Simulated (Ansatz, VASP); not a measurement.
# Cross-check of InGe2 between VASP and Ansatz, part 2 of 2

Wanted: the spread between two codes on one cell, functional and k mesh. The cell is generated by rule, not measured, and may not be a known phase. The cell is taken from a series of runs on this material, whose earlier steps may have relaxed, scaled, displaced or heated it; both programs get it as it stands.

VASP 6.6.1 and Ansatz 0.2.0.

So far: Set-up; Ansatz: zone-centre phonons, PBE; VASP: zone-centre phonons, PBE.

## Step 3: VASP: zone-centre phonons, PBE (continued)

Level of this step: PBE; plane waves and PAW (In_d, Ge_d); invented cell (VASP).

Numbers of over 12 decimals in the logs are rounded to 6 here.

Parts of OUTCAR (step 3):

```text
ion  position               nearest neighbor table
   1  0.000  0.000  0.000-   2 3.33   3 3.33   2 3.33   3 3.33   2 3.33   2 3.33   3 3.33   3 3.33
                             3 3.33   3 3.33   2 3.33   2 3.33
   2  0.333  0.667  0.500-   3 2.59   3 2.59   3 2.59   1 3.33   1 3.33   1 3.33   1 3.33   1 3.33
                             1 3.33
   3  0.667  0.333  0.500-   2 2.59   2 2.59   2 2.59   1 3.33   1 3.33   1 3.33   1 3.33   1 3.33
                             1 3.33

  LATTYP: Found a hexagonal cell.
 ALAT       =     4.4813099044
 C/A-ratio  =     0.9325322439

 Subroutine GETGRP returns: Found 24 space group operations
 (whereof 24 operations were pure point group operations)

The static configuration has the point symmetry D_6h.

 Found    133 irreducible k-points:

   k-points           NKPTS =    133   k-points in BZ     NKDIM =    133   number of bands    NBANDS=     26

   dimension x,y,z NGX =    36 NGY =   36 NGZ =   30
   dimension x,y,z NGXF=    72 NGYF=   72 NGZF=   60

   ENCUT  =  500.0 eV  36.75 Ry    6.06 a.u.   8.17  8.17  7.62*2*pi/ulx,y,z

   NELECT =      41.0000    total number of electrons

 k-points in reciprocal lattice and weights: Automatic mesh
   0.00000000  0.00000000  0.00000000       0.001
   0.08333333  0.00000000  0.00000000       0.003
   0.16666667 -0.00000000  0.00000000       0.003
   0.25000000 -0.00000000  0.00000000       0.003
   0.33333333 -0.00000000  0.00000000       0.003
   0.41666667  0.00000000  0.00000000       0.003
   0.50000000 -0.00000000  0.00000000       0.002
   0.08333333  0.08333333  0.00000000       0.003
   0.16666667  0.08333333  0.00000000       0.007
[...]
0.33333333  0.25000000  0.50000000       0.007
   0.33333333  0.33333333  0.50000000       0.001

 average (electrostatic) potential at core
       1 -95.5178       2 -73.6467       3 -73.6467

  Total       -0.0252282     -0.0252282     -0.0235722     -0.0000000      0.0000000      0.0000000
  in kB       -0.5561435     -0.5561435     -0.5196376     -0.0000000      0.0000000      0.0000000
  external PRESSURE =      -0.5439748 kB  Pullay stress =       0.0000000 kB

  energy-cutoff  :      500.00
  volume of cell :       72.68
      direct lattice vectors                 reciprocal lattice vectors
     4.481309904  0.000003719  0.000000000     0.223148932  0.128835343  0.000000000
    -2.240658173  3.880926360  0.000000000    -0.000000214  0.257670316  0.000000000
     0.000000000  0.000000000  4.178965981     0.000000000  0.000000000  0.239293645

 POSITION                                       TOTAL-FORCE (eV/Angst)
 -----------------------------------------------------------------------------------
      0.00000      0.00000      0.00000        -0.000000      0.000000      0.000000
     -0.00000      2.58729      2.08948        -0.000000      0.000000     -0.000000
      2.24065      1.29364      2.08948         0.000000     -0.000000      0.000000
 -----------------------------------------------------------------------------------
    total drift:                                0.000000      0.000000     -0.000000

 Eigenvectors and eigenvalues of the dynamical matrix
 ----------------------------------------------------

   1 f  =    6.136919 THz    38.559402 2PiTHz  204.705599 cm-1    25.380248 meV
             X         Y         Z           dx          dy          dz
      0.000000  0.000000  0.000000    -0.000000    0.000000    0.000000
     -0.000002  2.587285  2.089483     0.435033    0.557446   -0.000000
      2.240654  1.293645  2.089483    -0.435033   -0.557446   -0.000000

   2 f  =    6.136919 THz    38.559402 2PiTHz  204.705599 cm-1    25.380248 meV
             X         Y         Z           dx          dy          dz
      0.000000  0.000000  0.000000     0.000000   -0.000000    0.000000
     -0.000002  2.587285  2.089483    -0.557446    0.435033   -0.000000
      2.240654  1.293645  2.089483     0.557446   -0.435033   -0.000000

   3 f  =    2.861560 THz    17.979709 2PiTHz   95.451352 cm-1    11.834454 meV
             X         Y         Z           dx          dy          dz
      0.000000  0.000000  0.000000    -0.000000    0.000000    0.739613
     -0.000002  2.587285  2.089483     0.000000   -0.000000   -0.475906
      2.240654  1.293645  2.089483     0.000000   -0.000000   -0.475906

   4 f  =    1.524690 THz     9.579911 2PiTHz   50.858191 cm-1     6.305609 meV
             X         Y         Z           dx          dy          dz
      0.000000  0.000000  0.000000     0.451603    0.578663    0.000000
     -0.000002  2.587285  2.089483    -0.295445   -0.378569    0.000000
      2.240654  1.293645  2.089483    -0.295445   -0.378569    0.000000

   5 f  =    1.524690 THz     9.579911 2PiTHz   50.858191 cm-1     6.305609 meV
             X         Y         Z           dx          dy          dz
      0.000000  0.000000  0.000000     0.578663   -0.451603   -0.000000
     -0.000002  2.587285  2.089483    -0.378569    0.295445   -0.000000
      2.240654  1.293645  2.089483    -0.378569    0.295445   -0.000000

   6 f/i=    0.030118 THz     0.189237 2PiTHz    1.004629 cm-1     0.124558 meV
             X         Y         Z           dx          dy          dz
      0.000000  0.000000  0.000000    -0.542979    0.407894   -0.000000
     -0.000002  2.587285  2.089483    -0.414987    0.311744   -0.000000
      2.240654  1.293645  2.089483    -0.414987    0.311744   -0.000000

   7 f/i=    0.030118 THz     0.189237 2PiTHz    1.004629 cm-1     0.124558 meV
             X         Y         Z           dx          dy          dz
      0.000000  0.000000  0.000000    -0.407894   -0.542979    0.000000
     -0.000002  2.587285  2.089483    -0.311744   -0.414987    0.000000
      2.240654  1.293645  2.089483    -0.311744   -0.414987    0.000000

   8 f/i=    0.032880 THz     0.206589 2PiTHz    1.096745 cm-1     0.135979 meV
             X         Y         Z           dx          dy          dz
      0.000000  0.000000  0.000000     0.000000   -0.000000   -0.673032
     -0.000002  2.587285  2.089483     0.000000   -0.000000   -0.522985
      2.240654  1.293645  2.089483     0.000000   -0.000000   -0.522985

   9 f/i=    1.286218 THz     8.081543 2PiTHz   42.903600 cm-1     5.319366 meV
             X         Y         Z           dx          dy          dz
      0.000000  0.000000  0.000000    -0.000000    0.000000    0.000000
     -0.000002  2.587285  2.089483    -0.000000    0.000000    0.707107
      2.240654  1.293645  2.089483    -0.000000    0.000000   -0.707107

 ELASTIC MODULI CONTR FROM IONIC RELAXATION (kBar)
 Direction    XX          YY          ZZ          XY          YZ          ZX
 --------------------------------------------------------------------------------
 XX         -85.0490     85.0490     -0.0000     -0.0000     -0.0000      0.0000
 YY          85.0490    -85.0490      0.0000     -0.0000      0.0000      0.0000
 ZZ          -0.0000      0.0000     -0.0000     -0.0000      0.0000      0.0000
 XY          -0.0000     -0.0000     -0.0000    -85.0490      0.0000      0.0000
 YZ          -0.0000      0.0000      0.0000      0.0000      0.0000      0.0000
 ZX           0.0000      0.0000      0.0000      0.0000      0.0000      0.0000
 --------------------------------------------------------------------------------
```

## Step 4: Differences

Known differences besides the potentials themselves: the cutoff is 1061.24 eV in Ansatz and 500 eV in VASP. Total energies have different zeros and are not compared.

The two programs side by side:

```
                                              quantity  Ansatz   VASP  difference
optical mode 1 (imaginary, printed as negative) (cm⁻¹)   -49.6  -42.9        -6.7
                            optical mode 2 to 3 (cm⁻¹)    50.2   50.9     -1.33 %
                                 optical mode 4 (cm⁻¹)    94.0   95.5     -1.54 %
                            optical mode 5 to 6 (cm⁻¹)   204.4  204.7     -0.17 %
```

Modes are paired by rising frequency, not by their patterns, so a pair may set unlike modes beside each other; they are those without the splitting of longitudinal modes.

## Step 5: What came out

```json
{"r.m.s. difference of the optical zone-centre modes, each program's sorted by frequency (zone-centre phonons, PBE)": "2.8 cm⁻¹", "difference in optical mode 4 (zone-centre phonons, PBE)": "-1.5 %"}
```

**Reading.** The r.m.s. difference of the optical zone-centre modes, each program's sorted by frequency is 2.8 cm⁻¹ (zone-centre phonons, PBE). Among the rows given in per cent, the largest difference of the zone-centre phonons, PBE pair is in optical mode 4, -1.5 %. Such differences can come from data sets, numerical settings and the points named under the comparisons, not from the functional's error against experiment.

[Lines on the potential files, build, host, timing and source positions are cut from VASP's logs without a mark.]

[Logs are printed without paths, hosts, clocks, repeated set-up lines and the standing remarks that a program may print on its own settings, such as how far it seeks lower states.]

[Hosts, paths, dates, database ids (printed as entryN), source tags and the programs' standing remarks are cut or masked in the printed files.]
